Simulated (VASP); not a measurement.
Output of a VASP run:

**OSZICAR**
```
       N       E                     dE             d eps       ncg     rms          rms(c)
DAV:   1     0.110051222913E+02    0.11005E+02   -0.41628E+03  1296   0.826E+02
DAV:   2    -0.408726629065E+01   -0.15092E+02   -0.14798E+02  1580   0.104E+02
DAV:   3    -0.814828463915E+01   -0.40610E+01   -0.40488E+01  2394   0.441E+01
DAV:   4    -0.824225849751E+01   -0.93974E-01   -0.93950E-01  1648   0.878E+00
DAV:   5    -0.824455593212E+01   -0.22974E-02   -0.22973E-02  2020   0.118E+00    0.145E+00
DAV:   6    -0.811891120824E+01    0.12564E+00   -0.15833E-01  1472   0.128E+00    0.833E-01
DAV:   7    -0.807355010847E+01    0.45361E-01   -0.14076E-01  1649   0.121E+00    0.230E-01
DAV:   8    -0.807153125552E+01    0.20189E-02   -0.47959E-03  1535   0.506E-01    0.210E-02
DAV:   9    -0.807153121642E+01    0.39097E-07   -0.12791E-04  1981   0.986E-02    0.107E-02
DAV:  10    -0.807152874778E+01    0.24686E-05   -0.55164E-06  1685   0.154E-02    0.156E-03
DAV:  11    -0.807152865013E+01    0.97650E-07   -0.15192E-07   886   0.346E-03
   1 F= -.80715287E+01 E0= -.80642417E+01  d E =-.145738E-01
```

### OUTCAR
```
------------------------ aborting loop because EDIFF is reached ----------------------------------------
  FORCE on cell =-STRESS in cart. coord.  units (eV):
  Direction    XX          YY          ZZ          XY          YZ          ZX
  --------------------------------------------------------------------------------------
  Total       -0.6025093     -0.8100185     -0.9739854      0.0000000      0.0000000      0.1227341
  in kB      -12.7542034    -17.1468554    -20.6177850      0.0000000      0.0000000      2.5980939
  external PRESSURE =     -16.8396146 kB  Pullay stress =       0.0000000 kB
  volume of cell :       75.69
      direct lattice vectors                 reciprocal lattice vectors
     5.330063000 -1.653772000  0.000000000     0.093807522 -0.302339137  0.046953415
     5.330063000  1.653772000  0.000000000     0.093807522  0.302339137  0.046953415
    -2.148882000  0.000000000  4.293219000     0.000000000  0.000000000  0.232925458
 POSITION                                       TOTAL-FORCE (eV/Angst)
 -----------------------------------------------------------------------------------
      2.58437      0.00000      2.64660         0.002795      0.000000      0.015840
      5.92688      0.00000      1.64662        -0.002795      0.000000     -0.015840
     -0.62764      0.00000      3.71170         0.019359      0.000000      0.026702
      9.13888      0.00000      0.58152        -0.019359      0.000000     -0.026702
 -----------------------------------------------------------------------------------
    total drift:                                0.000000      0.000000      0.000000
  FREE ENERGIE OF THE ION-ELECTRON SYSTEM (eV)
  ---------------------------------------------------
  free  energy   TOTEN  =        -8.0715286501 eV

  energy  without entropy=       -8.0569548233  energy(sigma->0) =       -8.06424174
```
(Selected blocks of OUTCAR.)

File POSCAR:
```
LiMg
1
    5.3300630000    -1.6537720000     0.0000000000
    5.3300630000     1.6537720000     0.0000000000
   -2.1488820000     0.0000000000     4.2932190000
Li Mg
2 2
Direct
  0.3667000000   0.3667000000   0.6164600000
  0.6333000000   0.6333000000   0.3835400000
  0.1154000000   0.1154000000   0.8645500000
  0.8846000000   0.8846000000   0.1354500000
```

Task: Write an INCAR and KPOINTS that could have produced this output.

Result: Several could match; the one computed here: the input of the run itself, LDA (Ceperley-Alder, Perdew-Zunger), plane waves, VASP's LDA PAW potentials (set 64).

**INCAR**
```
SYSTEM = LiMg
PREC = Accurate; ENCUT = 400; LREAL = F
LASPH = T
EDIFF = 1E-6; NELM = 100; ALGO = Normal
ISMEAR = -1; SIGMA = 0.05
ISIF = 2
LWAVE = F; LCHARG = F
```

File KPOINTS:
```
kpoints
0
G
 7 7 5
```

POTCAR, in this order: Li_sv Mg (LDA.64 set). Program: vasp_std.

At this cut-off the stress carries a Pulay error, which pulls relaxed volumes low.

The structure comes from a computed database's LiMg entry; how it stands against other phases isn't given here. The cell was not relaxed at this level.
